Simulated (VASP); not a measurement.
**Cd2SO: structure and properties in VASP**

What structure does Cd2SO take at this level, and what are its properties? The steps: rough relaxation of the start cell, full relaxation (optB86b-vdW), density, ELF and potential (optB86b-vdW), bands along the symmetry lines (optB86b-vdW), total and projected DOS (optB86b-vdW), band structure (r2SCAN), field gradients at the nuclei (optB86b-vdW), core levels (optB86b-vdW) and band structure (optB86b-vdW) with a changed input. The cell is invented: it takes the structure of a Materials Project entry for Cd2SeS (space group 156 there), with some of its atoms replaced by other elements, volume scaled by an estimate. It may not be a known or stable phase. The atoms of the start are displaced at random from the sites of a P3m1 cell.

Program: VASP 6.6.1. Level of theory: optB86b-vdW; plane waves and PAW (Cd, S, O), in the first sound run; inputs show where later runs differ. Results are calculated unless marked as measured.

The structure was built from a prototype and need not be the compound's stable phase.

## (1) Set-up

Before any relaxation, the start is as follows. The structure is triclinic, space group P1 (No. 1). The conventional cell has a = 3.983 Å, b = 3.983 Å, c = 6.494 Å, α = 90.00°, β = 90.00°, γ = 120.00°. Cd has 1 O at 2.39 Å and 3 S at 2.46 to 2.47 Å nearest. Nearest to Cd lie 3 O at 2.39 to 2.43 Å and 1 S at 2.49 Å. S has 4 Cd at 2.46 to 2.49 Å nearest. Nearest to O lie 4 Cd at 2.39 to 2.43 Å. It derives from Cd2SeS. It takes the structure of a Materials Project entry for Cd2SeS (space group 156 there), with some of its atoms replaced by other elements, volume scaled by an estimate. Farther neighbours and most contacts between anions are not listed.

Coordinates:

```xyz
4
Lattice="3.9825 0.0000 0.0000 -1.9913 3.4490 0.0000 0.0000 0.0000 6.4940" Properties=species:S:1:pos:R:3 pbc="T T T"
Cd   -0.0095   -0.0025    3.1851
Cd   -0.0070    2.2694    0.0680
S    -0.0125    2.3026    4.0764
O     0.0013   -0.0012    0.7987
```

## (2) Rough relaxation of the start cell

The start is only an estimate, so a cheap relaxation brings it near a minimum before any careful run. optB86b-vdW pairs nonlocal correlation with a less repulsive exchange of B86b form. LUSE_VDW switches on a nonlocal correlation term for dispersion.

Contents of INCAR:

```
SYSTEM = Cd2SO
PREC = Normal
ENCUT = 520
EDIFF = 1E-05
NELM = 60
ISMEAR = -1
SIGMA = 0.05
LREAL = .FALSE.
ALGO = Fast
GGA = MK
AGGAC = 0
LUSE_VDW = .TRUE.
PARAM1 = 0.1234
PARAM2 = 1
LASPH = .TRUE.
NBANDS = 24
LORBIT = 11
LWAVE = .FALSE.
LCHARG = .FALSE.
KPAR = 2
IBRION = 2
NSW = 40
ISIF = 3
EDIFFG = -0.04
```

Contents of POSCAR:

```
Cd2SO
1.0
    3.9825090000      0.0000000000      0.0000000000
   -1.9912550000      3.4489540000      0.0000000000
    0.0000000000      0.0000000000      6.4939920000
Cd S O
2 1 1
Direct
   -0.0027520000     -0.0007390000      0.4904690000
    0.3272350000      0.6579830000      0.0104750000
    0.3306850000      0.6676240000      0.6277250000
    0.0001360000     -0.0003620000      0.1229950000
```

Contents of KPOINTS:

```
Automatic mesh
0
Gamma
5 5 3
0 0 0
```

Potentials, in the order of the species: Cd, S and O (PBE family, release 64).

Launch:

```sh
$ mpirun -np 2 vasp_std
```

The log of the run:

```text
[banner, memory and clock lines left out]
running    2 mpi-ranks, on    1 nodes
 distrk:  each k-point on    1 cores,    2 groups
 distr:  one band on    1 cores,    1 groups

 POSCAR found type information on POSCAR CdS O
 POSCAR found :  3 types and       4 ions
|                                                                             |
|               ----> ADVICE to this user running VASP <----                  |
|                                                                             |
|     You have switched on vdW-DFT.                                           |
|     This routine was written and supplied by Jiri Klimes. We recommend      |
|     that you carefully read and cite the following publications:            |
|       J. Klimes, D.R. Bowler, A. Michelides                                 |
|          J. Phys.: Cond Matt. 22 022201 (2010)                              |
|       J. Klimes, D.R. Bowler, A. Michelides                                 |
|          Phys. Rev. B. 83, 195131 (2011)                                    |
|     and references therein.                                                 |
|                                                                             |

|                                                                             |
|               ----> ADVICE to this user running VASP <----                  |
|                                                                             |
|     You enforced a specific xc type in the INCAR file but a different       |
|     [... a line on the potential file left out ...]
|     I HOPE YOU KNOW WHAT YOU ARE DOING!                                     |
|                                                                             |

 LDA part: xc-table for (Slater+PW92), standard interpolation
 POSCAR, INCAR and KPOINTS ok, starting setup
 FFT: planning ... GRIDC
 FFT: planning ... GRID_SOFT
 FFT: planning ... GRID
 WAVECAR not read
 entering main loop
       N       E                     dE             d eps       ncg     rms          rms(c)
DAV:   1     0.259169746456E+03    0.25917E+03   -0.18431E+04  1824   0.141E+03
DAV:   2     0.611170282067E+01   -0.25306E+03   -0.24455E+03  2080   0.351E+02
DAV:   3    -0.668251235949E+01   -0.12794E+02   -0.12725E+02  2240   0.818E+01
DAV:   4    -0.677977390411E+01   -0.97262E-01   -0.97235E-01  2008   0.706E+00
DAV:   5    -0.678106923425E+01   -0.12953E-02   -0.12953E-02  2288   0.754E-01    0.129E+01
RMM:   6    -0.435851591591E+01    0.24226E+01   -0.10007E+01  1825   0.138E+01    0.115E+01
RMM:   7    -0.390453349704E+01    0.45398E+00   -0.13395E+00  1824   0.610E+00    0.595E+00
RMM:   8    -0.385579395408E+01    0.48740E-01   -0.24546E-01  1824   0.317E+00    0.152E+00
RMM:   9    -0.385905074183E+01   -0.32568E-02   -0.34999E-02  1824   0.138E+00    0.300E-01
RMM:  10    -0.385935735373E+01   -0.30661E-03   -0.42324E-03  1830   0.378E-01    0.155E-01
RMM:  11    -0.385967760076E+01   -0.32025E-03   -0.13608E-03  1842   0.201E-01    0.615E-02
RMM:  12    -0.385973905026E+01   -0.61450E-04   -0.28238E-04  1823   0.961E-02    0.371E-02
RMM:  13    -0.385975037807E+01   -0.11328E-04   -0.69968E-05  1447   0.531E-02    0.112E-02
RMM:  14    -0.385975186831E+01   -0.14902E-05   -0.15657E-05  1200   0.213E-02
   1 F= -.38597519E+01 E0= -.38584073E+01  d E =-.385975E+01
 curvature:   0.00 expect dE= 0.000E+00 dE for cont linesearch  0.000E+00
 trial: gam= 0.00000 g(F)=  0.152E+00 g(S)=  0.130E+00 ort = 0.000E+00 (trialstep = 0.100E+01)
 search vector abs. value=  0.282E+00
 bond charge predicted
       N       E                     dE             d eps       ncg     rms          rms(c)
DAV:   1    -0.575745402904E+01   -0.18977E+01   -0.10297E+02  1824   0.751E+01    0.967E+00
RMM:   2    -0.420655058046E+01    0.15509E+01   -0.60992E+00  1824   0.186E+01    0.329E+00
RMM:   3    -0.407219522685E+01    0.13436E+00   -0.60067E-01  1824   0.462E+00    0.189E+00
RMM:   4    -0.405540497979E+01    0.16790E-01   -0.71404E-02  1824   0.167E+00    0.142E+00
RMM:   5    -0.405099811939E+01    0.44069E-02   -0.13701E-02  1824   0.756E-01    0.416E-01
RMM:   6    -0.405110177921E+01   -0.10366E-03   -0.30663E-03  1824   0.360E-01    0.146E-01
RMM:   7    -0.405117289328E+01   -0.71114E-04   -0.47416E-04  1828   0.153E-01    0.788E-02
RMM:   8    -0.405119154363E+01   -0.18650E-04   -0.14144E-04  1783   0.745E-02    0.228E-02
RMM:   9    -0.405119172623E+01   -0.18260E-06   -0.37294E-05  1372   0.421E-02
   2 F= -.40511917E+01 E0= -.40494670E+01  d E =-.191440E+00
[... from here on, the cycles between the ionic steps are left out ...]
   3 F= -.40663218E+01 E0= -.40646501E+01  d E =-.206570E+00
   4 F= -.41334385E+01 E0= -.41317268E+01  d E =-.671167E-01
   5 F= -.41346915E+01 E0= -.41329685E+01  d E =-.683697E-01
   6 F= -.41443162E+01 E0= -.41425716E+01  d E =-.962474E-02
   7 F= -.41448210E+01 E0= -.41430802E+01  d E =-.101295E-01
   8 F= -.41474870E+01 E0= -.41457482E+01  d E =-.266604E-02
   9 F= -.41477136E+01 E0= -.41459757E+01  d E =-.289266E-02
 curvature:  -0.86 expect dE=-0.886E-03 dE for cont linesearch -0.441E-05
 trial: gam= 0.27857 g(F)=  0.703E-03 g(S)=  0.326E-03 ort =-0.157E-03 (trialstep = 0.116E+01)
 search vector abs. value=  0.131E-02
 bond charge predicted
       N       E                     dE             d eps       ncg     rms          rms(c)
DAV:   1    -0.414895003332E+01   -0.12379E-02   -0.46809E-01  1848   0.434E+00    0.274E-01
RMM:   2    -0.414840336254E+01    0.54667E-03   -0.61740E-03  1824   0.607E-01    0.106E-01
RMM:   3    -0.414834829449E+01    0.55068E-04   -0.77117E-04  1824   0.191E-01    0.771E-02
RMM:   4    -0.414833383427E+01    0.14460E-04   -0.11668E-04  1816   0.724E-02    0.440E-02
RMM:   5    -0.414832432625E+01    0.95080E-05   -0.30134E-05  1293   0.366E-02
  10 F= -.41483243E+01 E0= -.41465833E+01  d E =-.610690E-03
 trial-energy change:   -0.000611  1 .order   -0.000574   -0.001143   -0.000005
 step:   1.1646(harm=  1.1646)  dis= 0.00642  next Energy=    -4.148287 (dE=-0.574E-03)
 reached required accuracy - stopping structural energy minimisation
```

It took 2 min on 2 MPI ranks of AMD EPYC 9R45, shared host; peak memory 0.68 GiB; 4 min of CPU time.

The logs omit lines about the potential files and the build; timing stands in the text.

Parts of OUTCAR (step 2):

```text
ion  position               nearest neighbor table
   1  0.997  0.999  0.490-   4 2.39   3 2.46   3 2.47   3 2.47
   2  0.327  0.658  0.010-   4 2.39   4 2.42   4 2.43   3 2.49
   3  0.331  0.668  0.628-   1 2.46   1 2.47   1 2.47   2 2.49
   4  0.000  1.000  0.123-   2 2.39   1 2.39   2 2.42   2 2.43

  LATTYP: Found a hexagonal cell.
 ALAT       =     3.9825090000
 C/A-ratio  =     1.6306283300

 Subroutine GETGRP returns: Found  1 space group operations
 (whereof  1 operations were pure point group operations)

The static configuration has the point symmetry C_1 .

 Found     38 irreducible k-points:

   k-points           NKPTS =     38   k-points in BZ     NKDIM =     38   number of bands    NBANDS=     24

   dimension x,y,z NGX =    24 NGY =   24 NGZ =   36
   dimension x,y,z NGXF=    48 NGYF=   48 NGZF=   72

   ENCUT  =  520.0 eV  38.22 Ry    6.18 a.u.   7.40  7.40 12.07*2*pi/ulx,y,z

   NELECT =      36.0000    total number of electrons

 k-points in reciprocal lattice and weights: Automatic mesh
   0.00000000  0.00000000  0.00000000       0.013
   0.20000000 -0.00000000  0.00000000       0.027
   0.00000000  0.20000000  0.00000000       0.027
  -0.20000000  0.20000000  0.00000000       0.027
   0.40000000 -0.00000000  0.00000000       0.027
   0.00000000  0.40000000  0.00000000       0.027
  -0.40000000  0.40000000  0.00000000       0.027
   0.20000000  0.20000000  0.00000000       0.027
  -0.20000000  0.40000000  0.00000000       0.027
[...]
0.20000000  0.40000000  0.33333333       0.027
  -0.40000000 -0.40000000  0.33333333       0.027

 average (electrostatic) potential at core
       1 -39.3697       2 -39.3436       3 -89.3940       4 -73.3941

 E-fermi :   1.1833

 k-point     1 :       0.0000    0.0000    0.0000
  band No.  band energies     occupation
    ...
     15      -0.2060      2.00000
     16       0.3937      2.00000
     17       0.6857      1.99990
     18       1.1344      1.45377
     19       1.1386      1.41995
     20       4.7723      0.00000
     21       7.7703      0.00000
     22       8.8528      0.00000
     23       8.8734      0.00000
     24       9.7519      0.00000

 k-point     2 :       0.2000   -0.0000    0.0000
  band No.  band energies     occupation
    ...
     14      -1.2975      2.00000
     15      -0.5305      2.00000
     16      -0.4726      2.00000
     17       0.2826      2.00000
     18       0.8289      1.99833
     19       2.1410      0.00000
     20       5.7899      0.00000
     21       7.2124      0.00000
     22       8.2545      0.00000
     23       9.2668      0.00000
    ...

 k-point     3 :       0.0000    0.2000    0.0000
  band No.  band energies     occupation
    ...
     14      -1.3074      2.00000
     15      -0.5252      2.00000
     16      -0.4701      2.00000
     17       0.2808      2.00000
     18       0.8324      1.99821
     19       2.1401      0.00000
     20       5.7919      0.00000
     21       7.1994      0.00000
     22       8.2638      0.00000
     23       9.2829      0.00000
    ...

Total vdW correction in eV:      7.4914144

  Total       -0.0333756     -0.0537932      0.0981442      0.0040860      0.0129078      0.0051954
  in kB       -0.6453417     -1.0401294      1.8976879      0.0790067      0.2495817      0.1004559
  external PRESSURE =       0.0707389 kB  Pullay stress =       0.0000000 kB

  energy-cutoff  :      520.00
  volume of cell :       82.86
      direct lattice vectors                 reciprocal lattice vectors
     3.872039927 -0.001998227  0.000490946     0.258338758  0.149195962  0.000285423
    -1.937742661  3.355293206 -0.007585610     0.000153773  0.298126785  0.000633338
     0.000778842 -0.013553740  6.379864873    -0.000019697  0.000342989  0.156743863

 POSITION                                       TOTAL-FORCE (eV/Angst)
 -----------------------------------------------------------------------------------
      1.92553      3.34557      2.95463         0.001256     -0.001434     -0.012038
     -0.00500      2.21821      0.20825        -0.000215      0.002466      0.001002
     -0.01128      2.22982      4.04478         0.001177     -0.000859     -0.019512
      1.93113      3.33883      0.75388        -0.002218     -0.000173      0.030547
 -----------------------------------------------------------------------------------
    total drift:                                0.000898      0.000981      0.005751

  FREE ENERGIE OF THE ION-ELECTRON SYSTEM (eV)
  ---------------------------------------------------
  free  energy   TOTEN  =        -4.1483243262 eV

  energy  without entropy=       -4.1448422182  energy(sigma->0) =       -4.14658327

Total vdW correction in eV:      7.4913871

 reached required accuracy - stopping structural energy minimisation

 total charge
# of ion       s       p       d       tot
------------------------------------------
    1        0.430   0.349   9.578  10.357
    2        0.368   0.243   9.598  10.209
    3        1.332   2.404   0.000   3.736
    4        1.559   3.320   0.000   4.879
--------------------------------------------------
tot          3.689   6.316  19.176  29.182

[... 3 further parts left out ...]
```

CONTCAR:

```
Cd2SO
   1.00000000000000
     3.8720399268196948   -0.0019982274617267    0.0004909463176627
    -1.9377426612981443    3.3552932056247702   -0.0075856096855183
     0.0007788422255289   -0.0135537399242218    6.3798648728437657
  Cd              S               O
     2     1     1
Direct
     0.9974276594549385    0.9995712424008473    0.4642293520154279
     0.3297147024589175    0.6614374804276641    0.0334021005025259
     0.3309216813910782    0.6673290530177284    0.6347592363796634
     0.9972399566950672    0.9961682241537596    0.1192733111023810
```

The k-mesh is coarse for a metal. This relaxation is a rough one on cheap settings, only to bring the start near its minimum. The PAW data sets were made with PBE, which is usual practice but a small mismatch for other functionals. The electron count would fill whole bands, but the bands touch or overlap. That can be a semimetal, a small gap that the functional closes or, with several bands partly filled, an ordinary metal.

Relaxation path:

| step | energy less that of the first step (eV) | largest force (eV/Å) | pressure (GPa) | volume (Å³) |
| --- | --- | --- | --- | --- |
| 1 | 0.0000 | 1.3300 | -3.37 | 89.20 |
| 2 | -0.1914 | 0.9762 | 0.55 | 83.27 |
| 3 | -0.2066 | 0.7234 | 2.41 | 81.20 |
| 4 | -0.2737 | 0.3982 | 0.71 | 82.64 |
| 5 | -0.2749 | 0.4298 | 0.50 | 82.86 |
| 6 | -0.2846 | 0.1478 | -0.58 | 83.80 |
| 7 | -0.2851 | 0.1655 | -0.47 | 83.62 |
| 8 | -0.2877 | 0.0901 | -0.02 | 83.00 |
| 9 | -0.2880 | 0.0947 | 0.18 | 82.72 |
| 10 | -0.2886 | 0.0306 | 0.01 | 82.86 |

| cell as run | before | after | change |
| --- | --- | --- | --- |
| a (Å) | 3.983 | 3.872 | -2.8 % |
| b (Å) | 3.983 | 3.875 | -2.7 % |
| c (Å) | 6.494 | 6.380 | -1.8 % |
| α (°) | 90.00 | 90.22 | +0.2 % |
| β (°) | 90.00 | 89.99 | -0.0 % |
| γ (°) | 120.00 | 120.04 | +0.0 % |
| volume (Å³/atom) | 22.30 | 20.72 | -7.1 % |

The atoms that moved most (Å, as changes of fractional coordinates times the final cell):

| atom | dx | dy | dz | length |
| --- | --- | --- | --- | --- |
| Cd1 | 0.000 | 0.001 | -0.167 | 0.167 |
| Cd2 | 0.003 | 0.011 | 0.146 | 0.147 |
| S3 | 0.001 | -0.001 | 0.045 | 0.045 |
| O4 | -0.004 | -0.012 | -0.024 | 0.027 |

Final coordinates:

```xyz
4
Lattice="3.8720 -0.0020 0.0005 -1.9377 3.3553 -0.0076 0.0008 -0.0136 6.3799" Properties=species:S:1:pos:R:3 pbc="T T T"
Cd   -0.0088   -0.0077    2.9617
Cd   -0.0050    2.2182    0.2082
S    -0.0113    2.2298    4.0448
O    -0.0032   -0.0145    0.7610
```

This step gave:

```
electrons                              : 36
bands                                  : 24
irreducible k-points                   : 38
symmetry operations                    : 1
free energy (TOTEN)                    : -4.148 eV
energy at zero smearing                : -4.147 eV
Fermi energy                           : 1.183 eV
pressure                               : 0.007074 GPa
metallic, judged on the points sampled : yes
SCF cycles over all ionic steps        : 74
```

It ends with a largest force of 0.031 eV/Å and a pressure of 0.01 GPa.

(Continued in part 2 of 5.)

[Lines on the potential files, build, host, timing and source positions are cut from VASP's logs without a mark.]

[Logs are printed without paths, hosts, clocks, repeated set-up lines and the standing remarks that a program may print on its own settings, such as how far it seeks lower states.]

[Hosts, paths, dates, database ids (printed as entryN), source tags and the programs' standing remarks are cut or masked in the printed files.]

[A measured line is paired with the nearest computed mode of its activity, which favours agreement.]

[In band tables of VASP the shares of atoms and orbitals are scaled to a sum of 1 inside the atoms' spheres.]
